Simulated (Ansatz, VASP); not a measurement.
SnPbO2: VASP beside Ansatz

File INCAR:

```
SYSTEM = SnPbO2
ALGO = Normal
EDIFF = 1E-6
EDIFFG = -0.08
ENCUT = 600
GGA = PE
IBRION = 2
ISIF = 3
ISMEAR = 0
LASPH = .True.
LCHARG = .False.
LREAL = .False.
LWAVE = .False.
NELM = 100
NSW = 36
PREC = Accurate
SIGMA = 0.15
```

File KPOINTS:

```
k-points
0
Gamma
  4 4 3
  0 0 0
```

The input POSCAR:

```
SnPbO2
1.0
    3.8800000000      0.0000000000      0.0000000000
    0.0000000000      3.8800000000      0.0000000000
    0.0000000000      0.0000000000      4.9000000000
Sn Pb O
1 1 2
Direct
    0.0000000000      0.0000000000      0.2300000000
    0.5000000000      0.5000000000      0.7600000000
    0.0000000000      0.5000000000      0.0000000000
    0.5000000000      0.0000000000      0.0000000000
```

Input for Ansatz:

```yaml
crystal:
  lattice:
    - [3.88, 0.0, 0.0]
    - [0.0, 3.88, 0.0]
    - [0.0, 0.0, 4.9]
  atoms:
    - { symbol: Sn, position: [0.0, 0.0, 0.23] }
    - { symbol: Pb, position: [0.5, 0.5, 0.76] }
    - { symbol: O, position: [0.0, 0.5, 0.0] }
    - { symbol: O, position: [0.5, 0.0, 0.0] }
basis:
  ecutwfc: 420
kpoints:
  mp_grid: { grid: [4, 4, 3] }
hamiltonian:
  xc: pbe
scf:
  occupations: { method: gaussian, width: 0.15 }
  lower_state_search: "off"
output:
  forces: true
  stress: true
  eigenvalues: true
relax:
  adjacent_minimum: "off"
  f_tol: 0.08
  max_steps: 16
  cell: { stress_tol: 0.8 }
```

Alike in both runs: task relaxation of cell and atoms; functional PBE; k mesh 4 × 4 × 3; occupations gaussian, width 0.15 eV; no spin polarisation.

|  | VASP | Ansatz |
| --- | --- | --- |
| version | VASP 6.6.1 | Ansatz 0.2.0 |
| potentials or method | VASP PAW PBE potentials, release 64 (Sn_d, Pb_d, O) | scalar-relativistic, plane waves, PAW |
| plane-wave cutoff (eV) | 600 | 420 |
| valence electrons in the cell | 40 | 40 |

Ansatz gave:

- gap on the k mesh at the Fermi level, each at its own relaxed structure (eV): 0.95
- relaxed volume (Å³/atom): 19.91
- relaxed cell length with the largest relative difference (Å): 5.111
- energy change over the relaxation (meV/atom): -46

Task: What did VASP give for the same quantities?

Result: gap on the k mesh at the Fermi level, each at its own relaxed structure (eV): 0.87; relaxed volume (Å³/atom): 19.55; relaxed cell length with the largest relative difference (Å): 4.997; energy change over the relaxation (meV/atom): -44.

Caveats: the k mesh is coarse (spacing up to 0.43 Å⁻¹), so the values aren't converged; spin-orbit coupling is left out, which as a rule narrows the gap of such compounds by several tenths of an eV; an odd mesh through Γ misses points on the zone boundary, where band edges often lie. As with any semilocal functional, this PBE gap is likely too small.
